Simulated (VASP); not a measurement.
OSZICAR of a VASP run on PbBrF (space group P4/nmm):

### OSZICAR
```
       N       E                     dE             d eps       ncg     rms          rms(c)
DAV:   1     0.528275067087E+03    0.52828E+03   -0.27191E+04   792   0.185E+03
DAV:   2    -0.735084395476E+02   -0.60178E+03   -0.58777E+03   829   0.491E+02
DAV:   3    -0.168420485888E+03   -0.94912E+02   -0.91676E+02  1068   0.205E+02
DAV:   4    -0.172772236985E+03   -0.43518E+01   -0.43329E+01   896   0.460E+01
DAV:   5    -0.172929155337E+03   -0.15692E+00   -0.15679E+00  1161   0.882E+00    0.770E+00
DAV:   6    -0.163394145513E+03    0.95350E+01   -0.76233E+00  1124   0.407E+01    0.308E+00
DAV:   7    -0.156050986090E+03    0.73432E+01   -0.28100E+00   808   0.106E+01    0.213E+00
DAV:   8    -0.159593469584E+03   -0.35425E+01   -0.17884E+00   816   0.879E+00    0.131E+00
DAV:   9    -0.155818883028E+03    0.37746E+01   -0.84027E-01   795   0.716E+00    0.466E-01
DAV:  10    -0.156300724916E+03   -0.48184E+00   -0.39430E-01   846   0.469E+00    0.315E-01
DAV:  11    -0.156383569245E+03   -0.82844E-01   -0.18667E-01   811   0.324E+00    0.335E-01
DAV:  12    -0.156357164014E+03    0.26405E-01   -0.37407E-02  1018   0.158E+00    0.161E-01
DAV:  13    -0.156357487864E+03   -0.32385E-03   -0.12142E-01   795   0.294E+00    0.306E-01
DAV:  14    -0.156431063655E+03   -0.73576E-01   -0.15633E-02   836   0.104E+00    0.196E-01
DAV:  15    -0.156438922295E+03   -0.78586E-02   -0.14896E-02  1014   0.897E-01    0.108E-01
DAV:  16    -0.156445926677E+03   -0.70044E-02   -0.18051E-03   872   0.368E-01    0.829E-02
DAV:  17    -0.156444669875E+03    0.12568E-02   -0.77193E-04   931   0.193E-01    0.244E-02
DAV:  18    -0.156446945431E+03   -0.22756E-02   -0.10527E-03   810   0.281E-01    0.102E-02
DAV:  19    -0.156447028689E+03   -0.83259E-04   -0.50677E-05  1079   0.552E-02    0.153E-02
DAV:  20    -0.156447035415E+03   -0.67253E-05   -0.99981E-07   572   0.858E-03    0.129E-02
DAV:  21    -0.156447052424E+03   -0.17010E-04   -0.15440E-05   900   0.328E-02    0.355E-03
DAV:  22    -0.156447051584E+03    0.84032E-06   -0.24205E-06   652   0.139E-02
   1 F= -.15644705E+03 E0= -.15644705E+03  d E =-.156447E+03
```

**Question.** Which electronic solver shows in the log?

**Answer.** It is blocked Davidson (ALGO = Normal, or the opening steps of other solvers). The INCAR had ALGO = Normal.

**Question.** Can the final energy be trusted as converged?

**Answer.** Self-consistency was reached. It stopped with EDIFF = 1E-6, NELM = 100, NSW = 60 and EDIFFG = -0.02 after 1 ionic step (r2SCAN meta-GGA, plane waves, VASP's PBE PAW potentials (set 64)).

The structure comes from a computed database's PbBrF entry (P4/nmm); how it stands against other phases isn't given here. It was relaxed first. The start is the result of an earlier pass.
